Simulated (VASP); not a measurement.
VASP ran on this input.

### KPOINTS
```
kpoints
0
Gamma
 12 12 12
0 0 0
```

POSCAR:
```
RhS
1
    0.0000000000     2.4295443297     2.4295443297
    2.4295443297    -0.0000000000     2.4295443297
    2.4295443297     2.4295443297     0.0000000000
Rh S
1 1
Direct
  0.0000000000   0.0000000000   0.0000000000
  0.5000000000   0.5000000000   0.5000000000
```

### INCAR
```
SYSTEM=RhS
PREC=Accurate; ENCUT=400; LREAL=.FALSE.
LASPH=.TRUE.
EDIFF=1E-6; NELM=100; ALGO=Normal
LMAXMIX=4
ISMEAR=1; SIGMA=0.1
GGA=PS
IBRION=2; NSW=60; ISIF=3
EDIFFG=-0.01
LWAVE=.FALSE.; LCHARG=.FALSE.
```

POTCAR, in this order: Rh_pv S (PBE.64 set). Program: vasp_std.

**Question.** Translate this PBEsol calculation to Ansatz.

**Answer.** One equivalent input (not run):
Ansatz 0.2 input:
```yaml
crystal:
  lattice:
    - [0.0000000, 2.4295443, 2.4295443]
    - [2.4295443, 0.0000000, 2.4295443]
    - [2.4295443, 2.4295443, 0.0000000]
  atoms:
    - { symbol: Rh, position: [0.0000000, 0.0000000, 0.0000000] }
    - { symbol: S, position: [0.5000000, 0.5000000, 0.5000000] }
kpoints:
  mp_grid: { grid: [12, 12, 12] }
hamiltonian:
  xc: pbesol
  pseudopotentials: { kind: paw }
scf:
  occupations: { method: methfessel_paxton, width: 0.1 }
  max_iter: 100
relax:
  max_steps: 60
  f_tol: 0.01
  cell: {}
output: { forces: true, stress: true, eigenvalues: true }
```
What does not carry over: each code has its own PAW files, so the cut-off isn't converted (ENCUT is set for VASP's; basis.ecutwfc is left out, and Ansatz then takes the one that its files recommend); Ansatz stops its SCF on the density residual and VASP on the energy change (EDIFF).

The structure was generated: RhS was put into the rock salt type (Fm-3m), which need not be its known phase. This run relaxes it. Symmetry was kept, so distortions that lower it aren't found. The start is the result of an earlier pass.
